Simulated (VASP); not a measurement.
Data:

```yaml
crystal:
  lattice:
    - [4.75124, 0.00000, 0.00000]
    - [0.00000, 4.75124, 0.00000]
    - [0.00000, 0.00000, 3.20635]
  atoms:
    - { symbol: Sn, position: [0.00000, 0.00000, 0.00000] }
    - { symbol: Sn, position: [0.50000, 0.50000, 0.50000] }
    - { symbol: O, position: [0.30568, 0.30568, 0.00000] }
    - { symbol: O, position: [0.80568, 0.19432, 0.50000] }
    - { symbol: O, position: [0.19432, 0.80568, 0.50000] }
    - { symbol: O, position: [0.69432, 0.69432, 0.00000] }
```

These are r2SCAN+rVV10, VASP's PBE PAW potentials (set 64) (plane waves; VASP) values and carry that method's errors. Run with 520 eV cut-off, 5×5×8 Γ-centred mesh, tetrahedra with Blöchl corrections, potentials Sn_d O.

Unless said otherwise, spin-orbit coupling is left out, though it shifts the bands of the heavy elements here.

Problem. Give the energies of bands 15 to 28 at the high-symmetry points, in eV from the valence-band maximum.

Solution. 
```csv
band,Γ,X,M,Z,R,A
15,-8.07,-6.50,-5.44,-7.08,-6.79,-7.88
16,-4.04,-6.50,-5.44,-7.08,-6.79,-7.88
17,-4.04,-3.08,-3.87,-4.20,-5.55,-5.00
18,-3.94,-3.08,-3.87,-4.20,-5.55,-5.00
19,-3.17,-2.94,-2.99,-3.72,-4.17,-2.53
20,-1.97,-2.94,-2.99,-3.72,-4.17,-2.53
21,-1.88,-1.98,-1.99,-2.60,-1.74,-2.33
22,-1.23,-1.98,-1.99,-2.60,-1.74,-2.33
23,-1.23,-1.18,-1.31,-1.69,-1.11,-0.96
24,-0.78,-1.18,-1.31,-1.69,-1.11,-0.96
25,-0.78,-0.62,-0.92,-1.27,-0.68,-0.85
26,0.00,-0.62,-0.92,-1.27,-0.68,-0.85
27,1.78,5.00,5.45,6.88,7.16,5.52
28,6.78,5.00,5.45,6.88,7.16,5.52
```

The gap is direct, 1.78 eV, from the valence maximum at Γ to the conduction minimum at Γ.

The compound is SnO2 in the rutile structure. It was relaxed first.
